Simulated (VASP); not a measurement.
# Rb: cell size and functional

How much does the relaxed cell of Rb depend on the functional? The starting structure is a measured crystal structure from the Crystallography Open Database.

Method: Kohn-Sham DFT with plane waves and PAW; PBEsol, r2SCAN, PBE and LDA, in VASP 6.6.1.

## 1. The structure

The structure is cubic, space group Im-3m (No. 229). Conventional cell: a = 5.585 Å, b = 5.585 Å, c = 5.585 Å, α = 90.00°, β = 90.00°, γ = 90.00°. Nearest to Rb lie 8 Rb at 4.84 Å.

Coordinates:

```cif
data_structure
_symmetry_space_group_name_H-M 'Im-3m'
_symmetry_Int_Tables_number 229
_cell_length_a 5.5850
_cell_length_b 5.5850
_cell_length_c 5.5850
_cell_angle_alpha 90.000
_cell_angle_beta 90.000
_cell_angle_gamma 90.000
_cell_volume 174.21
loop_
_atom_site_label
_atom_site_type_symbol
_atom_site_symmetry_multiplicity
_atom_site_Wyckoff_symbol
_atom_site_fract_x
_atom_site_fract_y
_atom_site_fract_z
_atom_site_occupancy
Rb1 Rb 2 a 0.00000 0.00000 0.00000 1
```

## 2. Relaxation with PBEsol

PBEsol restores the gradient expansion of exchange and is tuned for the cells of solids. This run starts from the cell of an earlier relaxation, which isn't shown; the restart sets up the plane waves anew.

Input file INCAR:

```
SYSTEM = Rb
PREC = Accurate
ENCUT = 520
EDIFF = 1E-07
NELM = 100
ISMEAR = 1
SIGMA = 0.15
LREAL = .FALSE.
ALGO = Normal
GGA = PS
NBANDS = 10
LORBIT = 11
LWAVE = .FALSE.
LCHARG = .FALSE.
KPAR = 4
IBRION = 2
NSW = 50
ISIF = 3
EDIFFG = -0.005
LASPH = .TRUE.
```

Input file POSCAR:

```
Rb
1.0
   -2.7857856887      2.7857856887      2.7857856887
    2.7857856887     -2.7857856887      2.7857856887
    2.7857856887      2.7857856887     -2.7857856887
Rb
1
Direct
    0.0000000000      0.0000000000      0.0000000000
```

Input file KPOINTS:

```
Automatic mesh
0
Gamma
12 12 12
0 0 0
```

Potentials, in the order of the species: Rb_sv (PBE family, release 64).

Run with:

```bash
mpirun -np 4 vasp_std
```

Output:

```text
[banner, memory and clock lines left out]
running    4 mpi-ranks, on    1 nodes
 distrk:  each k-point on    1 cores,    4 groups
 distr:  one band on    1 cores,    1 groups

 POSCAR found type information on POSCAR Rb
 POSCAR found :  1 types and       1 ions
|                                                                             |
|               ----> ADVICE to this user running VASP <----                  |
|                                                                             |
|     You enforced a specific xc type in the INCAR file but a different       |
|     [... a line on the potential file left out ...]
|     I HOPE YOU KNOW WHAT YOU ARE DOING!                                     |
|                                                                             |

 LDA part: xc-table for (Slater+PW92), standard interpolation
 POSCAR, INCAR and KPOINTS ok, starting setup
 FFT: planning ... GRIDC
 FFT: planning ... GRID_SOFT
 FFT: planning ... GRID
 WAVECAR not read
 entering main loop
       N       E                     dE             d eps       ncg     rms          rms(c)
DAV:   1     0.418636461759E+02    0.41864E+02   -0.33308E+03  1440   0.661E+02
DAV:   2     0.151484588233E+01   -0.40349E+02   -0.39744E+02  1582   0.124E+02
DAV:   3    -0.935859263876E+00   -0.24507E+01   -0.24440E+01  1918   0.313E+01
DAV:   4    -0.102173870101E+01   -0.85879E-01   -0.85490E-01  1950   0.515E+00
DAV:   5    -0.102378545028E+01   -0.20467E-02   -0.20465E-02  1996   0.694E-01    0.120E+00
DAV:   6    -0.102322855974E+01    0.55689E-03   -0.24335E-03  2030   0.278E-01    0.730E-01
DAV:   7    -0.102343098242E+01   -0.20242E-03   -0.39152E-03  2008   0.352E-01    0.559E-02
DAV:   8    -0.102350523126E+01   -0.74249E-04   -0.14419E-04  1666   0.103E-01    0.157E-02
DAV:   9    -0.102351348517E+01   -0.82539E-05   -0.10779E-05  2056   0.236E-02    0.576E-03
DAV:  10    -0.102351317458E+01    0.31059E-06   -0.32277E-06  1958   0.101E-02    0.620E-04
DAV:  11    -0.102351319278E+01   -0.18202E-07   -0.12518E-07  1430   0.215E-03
   1 F= -.10235132E+01 E0= -.10231390E+01  d E =-.102351E+01
 curvature:   0.00 expect dE= 0.000E+00 dE for cont linesearch  0.000E+00
 trial: gam= 0.00000 g(F)=  0.624E-61 g(S)=  0.146E-06 ort = 0.000E+00 (trialstep = 0.100E+01)
 search vector abs. value=  0.146E-06
 reached required accuracy - stopping structural energy minimisation
```

The job ended after 6.8 s (4 MPI ranks of Intel Xeon 6975P-C (Granite Rapids), shared host; peak memory 0.9 GiB; 22 s of CPU time).

Lines that name or quote the potential files are left out of all logs, and their timing lines are given in words.

From OUTCAR (step 2):

```text
ion  position               nearest neighbor table
   1  0.000  0.000  0.000-

  LATTYP: Found a body centered cubic cell.
 ALAT       =     5.5715713774

 Subroutine GETGRP returns: Found 48 space group operations
 (whereof 48 operations were pure point group operations)

The static configuration has the point symmetry O_h .

 Found     72 irreducible k-points:

   k-points           NKPTS =     72   k-points in BZ     NKDIM =     72   number of bands    NBANDS=     10

   dimension x,y,z NGX =    36 NGY =   36 NGZ =   36
   dimension x,y,z NGXF=    72 NGYF=   72 NGZF=   72

   ENCUT  =  520.0 eV  38.22 Ry    6.18 a.u.   8.97  8.97  8.97*2*pi/ulx,y,z

   NELECT =       9.0000    total number of electrons

 k-points in reciprocal lattice and weights: Automatic mesh
   0.00000000  0.00000000  0.00000000       0.001
   0.08333333  0.00000000  0.00000000       0.007
   0.16666667  0.00000000  0.00000000       0.007
   0.25000000  0.00000000  0.00000000       0.007
   0.33333333  0.00000000  0.00000000       0.007
   0.41666667  0.00000000  0.00000000       0.007
   0.50000000  0.00000000  0.00000000       0.003
   0.08333333  0.08333333  0.00000000       0.014
   0.16666667  0.08333333  0.00000000       0.028
[...]
0.50000000  0.50000000  0.41666667       0.007
   0.50000000  0.50000000  0.50000000       0.001

 average (electrostatic) potential at core
       1 -40.9322

 E-fermi :   0.0505

 k-point     1 :       0.0000    0.0000    0.0000
  band No.  band energies     occupation
      1     -28.7697      2.00000
      2     -12.8111      2.00000
      3     -12.8111      2.00000
      4     -12.8111      2.00000
      5      -1.9844      2.00000
      6       3.7867      0.00000
      7       3.7867      0.00000
      8       3.7867      0.00000
      9       4.7693      0.00000
     10       4.7693      0.00000

 k-point     2 :       0.0833    0.0000    0.0000
  band No.  band energies     occupation
      1     -28.7693      2.00000
      2     -12.8191      2.00000
      3     -12.8137      2.00000
      4     -12.8111      2.00000
      5      -1.8983      2.00000
      6       3.6586      0.00000
      7       3.6659      0.00000
      8       3.8672      0.00000
      9       4.5822      0.00000
     10       4.7355      0.00000

 k-point     3 :       0.1667    0.0000    0.0000
  band No.  band energies     occupation
      1     -28.7684      2.00000
      2     -12.8406      2.00000
      3     -12.8207      2.00000
      4     -12.8112      2.00000
      5      -1.6457      2.00000
      6       3.1868      0.00000
      7       3.3922      0.00000
      8       4.1062      0.00000
      9       4.4948      0.00000
     10       4.6824      0.00000

  Total       -0.0010052     -0.0010052     -0.0010052     -0.0000000     -0.0000000      0.0000000
  in kB       -0.0186232     -0.0186232     -0.0186232     -0.0000000     -0.0000000      0.0000000
  external PRESSURE =      -0.0186232 kB  Pullay stress =       0.0000000 kB

  energy-cutoff  :      520.00
  volume of cell :       86.48
      direct lattice vectors                 reciprocal lattice vectors
    -2.785785689  2.785785689  2.785785689     0.000000000  0.179482579  0.179482579
     2.785785689 -2.785785689  2.785785689     0.179482579  0.000000000  0.179482579
     2.785785689  2.785785689 -2.785785689     0.179482579  0.179482579  0.000000000

 POSITION                                       TOTAL-FORCE (eV/Angst)
 -----------------------------------------------------------------------------------
      0.00000      0.00000      0.00000         0.000000     -0.000000      0.000000
 -----------------------------------------------------------------------------------
    total drift:                               -0.000000      0.000000      0.000000

  FREE ENERGIE OF THE ION-ELECTRON SYSTEM (eV)
  ---------------------------------------------------
  free  energy   TOTEN  =        -1.0235131928 eV

  energy  without entropy=       -1.0223904982  energy(sigma->0) =       -1.02313896

 reached required accuracy - stopping structural energy minimisation

 total charge
# of ion       s       p       d       tot
------------------------------------------
    1        1.963   5.323   0.005   7.292

[... 3 further parts left out ...]
```

This run has no spin polarisation. Its electron count is odd, so without a moment it is a metal by construction. The PAW data sets were made with PBE, which is usual practice but a small mismatch for other functionals. The run keeps the 48 symmetry operations of its start, so it cannot find a distortion of lower symmetry.

With PBEsol the relaxed cell holds 86.477 Å³ an atom, -0.72 % against the measured cell, with a = 5.572 Å.

## 3. Relaxation with r2SCAN

r2SCAN adds the kinetic-energy density, costs more than a GGA and is run with LASPH. This run starts from the cell of an earlier relaxation, which isn't shown; the restart sets up the plane waves anew.

INCAR: that of step 2 with these lines changed.

```diff
@@ -9,3 +9,4 @@
 ALGO = Normal
-GGA = PS
+METAGGA = R2SCAN
+LASPH = .TRUE.
 NBANDS = 10
@@ -19,2 +20 @@
 EDIFFG = -0.005
-LASPH = .TRUE.
```

Input file POSCAR:

```
Rb
1.0
   -2.8732111371      2.8732111371      2.8732111371
    2.8732111371     -2.8732111371      2.8732111371
    2.8732111371      2.8732111371     -2.8732111371
Rb
1
Direct
    0.0000000000      0.0000000000      0.0000000000
```

KPOINTS is that of step 2.

Run with:

```bash
mpirun -np 4 vasp_std
```

Output:

```text
[banner, memory and clock lines left out]
running    4 mpi-ranks, on    1 nodes
[...]
[... a notice as in an earlier step ...]

 LDA part: xc-table for (None), standard interpolation
 POSCAR, INCAR and KPOINTS ok, starting setup
[...]
entering main loop
       N       E                     dE             d eps       ncg     rms          rms(c)
DAV:   1     0.300919080454E+02    0.30092E+02   -0.33312E+03  1440   0.670E+02
DAV:   2    -0.136056612106E+02   -0.43698E+02   -0.42890E+02  1602   0.131E+02
DAV:   3    -0.168546876272E+02   -0.32490E+01   -0.32343E+01  1996   0.355E+01
DAV:   4    -0.170140985366E+02   -0.15941E+00   -0.15856E+00  2068   0.669E+00
[...]
DAV:  12    -0.139180737084E+02   -0.81488E-06   -0.87656E-07  1970   0.816E-03    0.659E-03
DAV:  13    -0.139180736078E+02    0.10055E-06   -0.40245E-07  1556   0.611E-03    0.232E-04
DAV:  14    -0.139180736438E+02   -0.36011E-07   -0.26836E-08  1364   0.143E-03
   1 F= -.13918074E+02 E0= -.13917716E+02  d E =-.139181E+02
[...]
reached required accuracy - stopping structural energy minimisation
```

Wall time 40 s (4 MPI ranks); peak memory 1.1 GiB.

Parts of OUTCAR (step 3):

```text
  Total        0.0012252      0.0012252      0.0012252      0.0000000     -0.0000000      0.0000000
  in kB        0.0206897      0.0206897      0.0206897      0.0000000     -0.0000000      0.0000000
  external PRESSURE =       0.0206897 kB  Pullay stress =       0.0000000 kB

 POSITION                                       TOTAL-FORCE (eV/Angst)
 -----------------------------------------------------------------------------------
      0.00000      0.00000      0.00000         0.000000     -0.000000      0.000000
 -----------------------------------------------------------------------------------
    total drift:                               -0.000000     -0.000000     -0.000000

  FREE ENERGIE OF THE ION-ELECTRON SYSTEM (eV)
  ---------------------------------------------------
  free  energy   TOTEN  =       -13.9180736438 eV

  energy  without entropy=      -13.9170017918  energy(sigma->0) =      -13.91771636

[... 2 parts as in an earlier step ...]

[... 2 further parts left out ...]
[key lines of the parts left out:]
E-fermi :  -0.0294
```

With r2SCAN the relaxed cell holds 94.877 Å³ an atom, +8.92 % against the measured cell, with a = 5.746 Å. That is +9.71 % from PBEsol.

## 4. Relaxation with PBE

PBE, the usual starting point, adds the gradient of the density. This run starts from the cell of an earlier relaxation, which isn't shown; the restart sets up the plane waves anew.

INCAR: that of step 3 with these lines changed.

```diff
@@ -9,4 +9,3 @@
 ALGO = Normal
-METAGGA = R2SCAN
-LASPH = .TRUE.
+GGA = PE
 NBANDS = 10
@@ -20 +19,2 @@
 EDIFFG = -0.005
+LASPH = .TRUE.
```

Input file POSCAR:

```
Rb
1.0
   -2.8319918397      2.8319918397      2.8319918397
    2.8319918397     -2.8319918397      2.8319918397
    2.8319918397      2.8319918397     -2.8319918397
Rb
1
Direct
    0.0000000000      0.0000000000      0.0000000000
```

KPOINTS is that of step 3.

Run with:

```bash
mpirun -np 4 vasp_std
```

Output:

```text
[banner, memory and clock lines left out]
running    4 mpi-ranks, on    1 nodes
[...]
LDA part: xc-table for (Slater+PW92), standard interpolation
 POSCAR, INCAR and KPOINTS ok, starting setup
[...]
entering main loop
       N       E                     dE             d eps       ncg     rms          rms(c)
DAV:   1     0.435273956791E+02    0.43527E+02   -0.32051E+03  1440   0.646E+02
DAV:   2     0.193767372144E+01   -0.41590E+02   -0.40854E+02  1590   0.125E+02
DAV:   3    -0.800085048707E+00   -0.27378E+01   -0.27308E+01  1870   0.328E+01
DAV:   4    -0.930538801965E+00   -0.13045E+00   -0.13022E+00  2004   0.595E+00
[...]
DAV:   9    -0.935067911647E+00   -0.12959E-04   -0.12598E-05  1844   0.271E-02    0.530E-03
DAV:  10    -0.935067626541E+00    0.28511E-06   -0.35387E-06  2000   0.105E-02    0.126E-03
DAV:  11    -0.935067669602E+00   -0.43061E-07   -0.12391E-07  1456   0.225E-03
   1 F= -.93506767E+00 E0= -.93470230E+00  d E =-.935068E+00
[...]
reached required accuracy - stopping structural energy minimisation
```

Wall time 6.6 s (4 MPI ranks); peak memory 0.92 GiB.

From OUTCAR (step 4):

```text
  Total        0.0048162      0.0048162      0.0048162      0.0000000      0.0000000     -0.0000000
  in kB        0.0849342      0.0849342      0.0849342      0.0000000      0.0000000     -0.0000000
  external PRESSURE =       0.0849342 kB  Pullay stress =       0.0000000 kB

 POSITION                                       TOTAL-FORCE (eV/Angst)
 -----------------------------------------------------------------------------------
      0.00000      0.00000      0.00000        -0.000000      0.000000     -0.000000
 -----------------------------------------------------------------------------------
    total drift:                               -0.000000      0.000000      0.000000

  FREE ENERGIE OF THE ION-ELECTRON SYSTEM (eV)
  ---------------------------------------------------
  free  energy   TOTEN  =        -0.9350676696 eV

  energy  without entropy=       -0.9339715751  energy(sigma->0) =       -0.93470230

[... 2 parts as in an earlier step ...]

[... 2 further parts left out ...]
[key lines of the parts left out:]
E-fermi :   0.0071
```

With PBE the relaxed cell holds 90.852 Å³ an atom, +4.30 % against the measured cell, with a = 5.664 Å. That is +5.06 % from PBEsol.

## 5. Relaxation with LDA

LDA, the lowest rung, knows the local density alone. This run starts from the cell of an earlier relaxation, which isn't shown; the restart sets up the plane waves anew.

INCAR: that of step 4 with these lines changed.

```diff
@@ -9,3 +9,3 @@
 ALGO = Normal
-GGA = PE
+GGA = CA
 NBANDS = 10
```

Input file POSCAR:

```
Rb
1.0
   -2.6884585474      2.6884585474      2.6884585474
    2.6884585474     -2.6884585474      2.6884585474
    2.6884585474      2.6884585474     -2.6884585474
Rb
1
Direct
    0.0000000000      0.0000000000      0.0000000000
```

KPOINTS is that of step 4.

PAW data sets: Rb_sv (LDA family, release 64).

Run with:

```bash
mpirun -np 4 vasp_std
```

Output:

```text
[banner, memory and clock lines left out]
running    4 mpi-ranks, on    1 nodes
[...]
LDA part: xc-table for (Slater(with rela. corr.)+CA(PZ))
 , standard interpolation
 POSCAR, INCAR and KPOINTS ok, starting setup
[...]
entering main loop
       N       E                     dE             d eps       ncg     rms          rms(c)
DAV:   1     0.382598951413E+02    0.38260E+02   -0.34877E+03  1440   0.676E+02
DAV:   2     0.115333021863E+01   -0.37107E+02   -0.36367E+02  1594   0.126E+02
DAV:   3    -0.956873775090E+00   -0.21102E+01   -0.21055E+01  1920   0.296E+01
DAV:   4    -0.105857576034E+01   -0.10170E+00   -0.10149E+00  1992   0.521E+00
[...]
DAV:   9    -0.105834500829E+01   -0.52471E-05   -0.11804E-05  1972   0.237E-02    0.518E-03
DAV:  10    -0.105834522027E+01   -0.21199E-06   -0.37753E-06  1906   0.108E-02    0.114E-03
DAV:  11    -0.105834523189E+01   -0.11612E-07   -0.81615E-08  1308   0.185E-03
   1 F= -.10583452E+01 E0= -.10578632E+01  d E =-.105835E+01
[...]
reached required accuracy - stopping structural energy minimisation
```

It took 6 s on 4 MPI ranks; peak memory 0.76 GiB.

OUTCAR, selected parts (step 5):

```text
  Total       -0.0000511     -0.0000511     -0.0000511      0.0000000      0.0000000      0.0000000
  in kB       -0.0010536     -0.0010536     -0.0010536      0.0000000      0.0000000      0.0000000
  external PRESSURE =      -0.0010536 kB  Pullay stress =       0.0000000 kB

 POSITION                                       TOTAL-FORCE (eV/Angst)
 -----------------------------------------------------------------------------------
      0.00000      0.00000      0.00000        -0.000000      0.000000      0.000000
 -----------------------------------------------------------------------------------
    total drift:                               -0.000000      0.000000      0.000000

  FREE ENERGIE OF THE ION-ELECTRON SYSTEM (eV)
  ---------------------------------------------------
  free  energy   TOTEN  =        -1.0583452319 eV

  energy  without entropy=       -1.0568990923  energy(sigma->0) =       -1.05786319

[... 2 parts as in an earlier step ...]

[... 2 further parts left out ...]
[key lines of the parts left out:]
E-fermi :   0.1520
```

With LDA the relaxed cell holds 77.727 Å³ an atom, -10.77 % against the measured cell, with a = 5.377 Å. That is -10.12 % from PBEsol.

## 6. All runs side by side

| level | volume (Å³/atom) | against the measured cell (%) | a (Å) | pressure left (GPa) | core minutes |
| --- | --- | --- | --- | --- | --- |
| PBEsol | 86.477 | -0.72 | 5.5716 | 0.0 | 1.53 |
| r2SCAN | 94.877 | 8.92 | 5.7464 | 0.0 | 10.8 |
| PBE | 90.852 | 4.3 | 5.664 | 0.01 | 2.0 |
| LDA | 77.727 | -10.77 | 5.3769 | 0.0 | 2.53 |

Core minutes are wall time times ranks, summed over the relaxations behind a row (those for a bulk modulus apart), on shared hosts.

## 7. Summary of results

- volume, PBEsol: 86.48 Å³/atom
- volume, r2SCAN: 94.88 Å³/atom
- volume, PBE: 90.85 Å³/atom
- volume, LDA: 77.73 Å³/atom

What this shows: Across 4 levels the volume of Rb spans 22.1 %, from 77.73 Å³ an atom (LDA) to 94.88 Å³ (r2SCAN). Against the measured volume of the starting structure, PBEsol comes nearest (-0.7 %) and LDA lies farthest (-10.8 %). The measured cell holds zero-point expansion and, unless it was taken cold, thermal expansion, which the runs lack, so small differences decide nothing. All runs keep the symmetry of the start, so they can't find a distortion of lower symmetry.

[Lines on the potential files, build, host, timing and source positions are cut from VASP's logs without a mark.]

[Logs are printed without paths, hosts, clocks, repeated set-up lines and the standing remarks that a program may print on its own settings, such as how far it seeks lower states.]

[Hosts, paths, dates, database ids (printed as entryN), source tags and the programs' standing remarks are cut or masked in the printed files.]
